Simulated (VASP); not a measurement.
## Fermi-Dirac smearing in Os

How do entropy and free energy of the electrons in Os grow with the Fermi-Dirac width, and how far does the Sommerfeld expansion hold?

Main program and level: VASP 6.6.1; PBEsol; plane waves and PAW (Os), in the first sound run; inputs show where later runs differ.

Report form: the programs' logs are mostly left out.

## (1) Starting point

The structure is hexagonal, space group P6_3/mmc (No. 194). The conventional cell has a = 2.740 Å, b = 2.740 Å, c = 4.326 Å, α = 90.00°, β = 90.00°, γ = 120.00°. Nearest to Os lie 12 Os at 2.68 to 2.74 Å.

## (2) Relax the crystal, PBEsol

The cell is relaxed and then held.

This step took 2 runs in a row; the last is shown.

Level: PBEsol; plane waves and PAW (Os).

Contents of INCAR:

```
SYSTEM = Os
PREC = Accurate
ENCUT = 450
EDIFF = 1E-07
NELM = 120
ISMEAR = 1
SIGMA = 0.15
LREAL = .FALSE.
ALGO = Normal
GGA = PS
NBANDS = 14
LASPH = .TRUE.
LORBIT = 11
LWAVE = .FALSE.
LCHARG = .FALSE.
KPAR = 8
IBRION = 2
NSW = 40
ISIF = 3
EDIFFG = -0.005
POTIM = 0.4
```

Contents of POSCAR:

```
Os
1.0
    2.7282713833      0.0000000000      0.0000000000
   -1.3641356916      2.3627523264      0.0000000000
    0.0000000000      0.0000000000      4.3146476176
Os
2
Direct
    0.0000000000      0.0000000000      0.0000000000
    0.3333333333      0.6666666667      0.5000000000
```

Contents of KPOINTS:

```
Automatic mesh
0
Gamma
18 18 10
0 0 0
```

The projector-augmented-wave data sets are Os (PBE family, release 64).

Run with:

```
$ mpirun -np 8 vasp_std
```

Run time: 7.2 s. Hardware: 8 MPI ranks of Intel Xeon 6975P-C (Granite Rapids), shared host; peak memory 1.4 GiB.

Read from the output:

| Property | Result |
| --- | --- |
| energy(sigma→0) of the program | -24.4813 eV |
| stress, compression positive | xx, yy, zz 0.04, 0.04, 0.04 GPa |
| volume | 27.813 Å³ |
| ionic steps | 1 |

## (3) Tetrahedra, PBEsol

Tetrahedra give the density of states at the Fermi level without smearing.

Level: PBEsol; plane waves and PAW (Os).

Contents of INCAR:

```
SYSTEM = Os
PREC = Accurate
ENCUT = 450
EDIFF = 1E-08
NELM = 100
ISMEAR = -5
SIGMA = 0.15
LREAL = .FALSE.
ALGO = Normal
GGA = PS
NBANDS = 24
LASPH = .TRUE.
LORBIT = 11
LWAVE = .FALSE.
LCHARG = .FALSE.
KPAR = 2
ISIF = 2
NEDOS = 3001
```

POSCAR is that of step 2.

Contents of KPOINTS:

```
Automatic mesh
0
Gamma
32 32 18
0 0 0
```

Run with:

```
$ mpirun -np 2 vasp_std
```

The job ended after 2.4 min (2 MPI ranks; peak memory 1.1 GiB; 4.7 min of CPU time).

Read from the output:

* energy(sigma→0) of the program: -24.4859 eV

The run ends at a pressure of -0.02 GPa.

## (4) Electron temperature, PBEsol

One member in full: SIGMA = 0.3 eV.

Level: PBEsol; plane waves and PAW (Os).

INCAR, as its differences from that of step 3:

```diff
@@ -5,4 +5,4 @@
 NELM = 100
-ISMEAR = -5
-SIGMA = 0.15
+ISMEAR = -1
+SIGMA = 0.3
 LREAL = .FALSE.
@@ -17,2 +17 @@
 ISIF = 2
-NEDOS = 3001
```

POSCAR is that of step 3.

KPOINTS is that of step 3.

Run with:

```
$ mpirun -np 2 vasp_std
```

Run time: 2.2 min. Hardware: 2 MPI ranks; peak memory 0.97 GiB.

This run gave:

- energy(sigma→0) of the program: -24.4768 eV
- stress, compression positive: xx, yy, zz 1.74, 1.74, 1.77 GPa

The run ends at a pressure of 1.75 GPa.

## (5) All members

The other members went through these steps as far as the tables show, on the same mesh; 7 runs are not shown. The session took 0.65 core hours (wall time by ranks) on a shared machine.

```tsv
width kT (eV)	temperature (K)	free energy less that of the narrowest width (meV/atom)	TS (meV/atom)	pressure (GPa)	shift of the Fermi level (eV)
0.025	290	0.000	1.206	0.000	0.000
0.050	580	?	?	0.027	0.003
0.075	870	-4.890	10.990	0.077	0.004
0.100	1160	-9.167	19.574	0.152	0.005
0.150	1741	-21.466	44.538	0.374	0.007
0.200	2321	-38.941	80.626	0.703	0.009
0.300	3481	-90.767	191.816	1.749	0.013
```

## (6) The Sommerfeld expansion

At low temperature TS = (π²/3) g (kT)², so TS, twice the difference of energy(sigma→0) and the free energy, over (π²/3)(kT)² is an effective density of states: 0.586, 0.594, 0.595, 0.602, 0.613, 0.648 states/eV/atom in the rows shown.

A least-squares parabola through the 6 rows shown, with σ the width in eV: g = 0.6663 σ² − 0.001469 σ + 0.5877 (states/eV/atom), r.m.s. residual 0.0014 states/eV/atom.

For the withheld row, σ = 0.05, the fit gives 0.589 states/eV/atom.

## (7) Prediction against calculation

The calculation gives 0.596 states/eV/atom, so the prediction is 0.007 states/eV/atom too low, more than twice the residual of the fit.

The parabola in σ is an empirical guide, not the expansion itself. Tetrahedra give g = 0.589 states/eV/atom at the Fermi level, the limit that the series should reach at zero width.

## (8) Results

```json
{
 "density of states at the Fermi level, tetrahedra": "0.59 states/eV/atom",
 "Sommerfeld coefficient from it": "1.39 mJ per mole of atoms and K²",
 "pressure at the widest setting": "1.75 GPa",
 "error of the predicted g": "-0.007 states/eV/atom"
}
```

**Reading.** Against the tetrahedron value, the effective density of states stands at -0 % at 0.025 eV, +1 % at 0.05 eV, +1 % at 0.1 eV, +10 % at 0.3 eV. At the widest setting the states within reach are denser than those at the Fermi level. Spin-orbit coupling is left out. The bare coefficient lacks the electron-phonon enhancement of measured heat capacities.

[Lines on the potential files, build, host, timing and source positions are cut from VASP's logs without a mark.]

[Logs are printed without paths, hosts, clocks, repeated set-up lines and the standing remarks that a program may print on its own settings, such as how far it seeks lower states.]

[Hosts, paths, dates, database ids (printed as entryN), source tags and the programs' standing remarks are cut or masked in the printed files.]
